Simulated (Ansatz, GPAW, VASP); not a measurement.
**BiTe: 4 runs at one level of theory**

```xyz
2
Lattice="0.0000 3.2350 3.2350 3.2350 0.0000 3.2350 3.2350 3.2350 0.0000" Properties=species:S:1:pos:R:3 pbc="T T T"
Bi    0.0000    0.0000    0.0000
Te    3.2350    3.2350    3.2350
```

Alike in all runs: task single point; functional PBEsol; k mesh 7 × 7 × 7; occupations gaussian, width 0.1 eV; no spin polarisation; no spin-orbit coupling. Pressure is positive in compression and, in plane waves, holds the error of the finite cutoff, which Ansatz's Pulay term estimates and takes out.

```json
{"program and potentials": "Ansatz, Ansatz PAW", "plane-wave cutoff (eV)": "420", "notes": "potentials made for PBE, which Ansatz adapts in part; 15.5 valence electrons an atom on average; Pulay term of +0.03 GPa included", "pressure (GPa)": "-1.54"}
{"program and potentials": "GPAW, PAW data sets generated for this functional", "plane-wave cutoff (eV)": "600", "notes": "10.5 valence electrons an atom on average", "pressure (GPa)": "-1.76"}
{"program and potentials": "Ansatz, all-electron LAPW, scalar-relativistic", "plane-wave cutoff (eV)": "-", "notes": "-", "pressure (GPa)": "-1.53"}
{"program and potentials": "VASP, PBE PAW files Bi, Te, 500 eV", "plane-wave cutoff (eV)": "500", "notes": "potentials made for PBE; 5.5 valence electrons an atom on average", "pressure (GPa)": "-1.51"}
```

The pressure spans -1.76 (GPAW, PAW data sets generated for this functional) to -1.51 GPa (VASP, PBE PAW files Bi, Te, 500 eV), with all-electron results at -1.53.

The functional is the same throughout but for its coding, so the spread measures potentials, basis and numerics; runs on potential files found faulty are left out.
